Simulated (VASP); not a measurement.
OSZICAR of a VASP run on PbO₂ (rutile):

OSZICAR:
```
       N       E                     dE             d eps       ncg     rms          rms(c)
DAV:   1     0.692360720165E+03    0.69236E+03   -0.26510E+04  1488   0.204E+03
DAV:   2     0.584011795304E+02   -0.63396E+03   -0.61232E+03  1635   0.550E+02
DAV:   3    -0.336782435358E+02   -0.92079E+02   -0.90345E+02  1939   0.229E+02
DAV:   4    -0.373723564741E+02   -0.36941E+01   -0.36796E+01  1770   0.502E+01
DAV:   5    -0.375376517392E+02   -0.16530E+00   -0.16525E+00  2086   0.980E+00    0.140E+01
DAV:   6    -0.318807101096E+02    0.56569E+01   -0.26264E+01  2295   0.563E+01    0.466E+00
DAV:   7    -0.318892215121E+02   -0.85114E-02   -0.17672E+00  1851   0.108E+01    0.277E+00
DAV:   8    -0.318854151983E+02    0.38063E-02   -0.49176E-01  2306   0.665E+00    0.122E+00
DAV:   9    -0.318552137882E+02    0.30201E-01   -0.12693E-01  2446   0.433E+00    0.137E-01
DAV:  10    -0.318569902905E+02   -0.17765E-02   -0.11012E-02  1663   0.617E-01    0.112E-01
DAV:  11    -0.318569572223E+02    0.33068E-04   -0.32223E-04  2385   0.201E-01    0.460E-02
DAV:  12    -0.318569372027E+02    0.20020E-04   -0.81452E-05  2075   0.595E-02    0.113E-02
DAV:  13    -0.318569367158E+02    0.48684E-06   -0.66801E-06  2148   0.226E-02    0.215E-03
DAV:  14    -0.318569365996E+02    0.11628E-06   -0.11879E-06  2112   0.169E-02    0.195E-03
DAV:  15    -0.318569366814E+02   -0.81816E-07   -0.16396E-07  1185   0.384E-03
   1 F= -.32738397E+02 E0= -.32738397E+02  d E =0.000000E+00
```

Task: Which electronic solver shows in the log?

Result: It is blocked Davidson (ALGO = Normal, or the opening steps of other solvers). The INCAR had ALGO = Normal.

Task: Can the final energy be trusted as converged?

Result: Self-consistency was reached. It stopped with EDIFF = 1E-7, NELM = 100 (PBE GGA with D3 dispersion (zero damping), plane waves, VASP's PBE PAW potentials (set 64)).

The compound is PbO2 in the rutile structure. It was relaxed first.
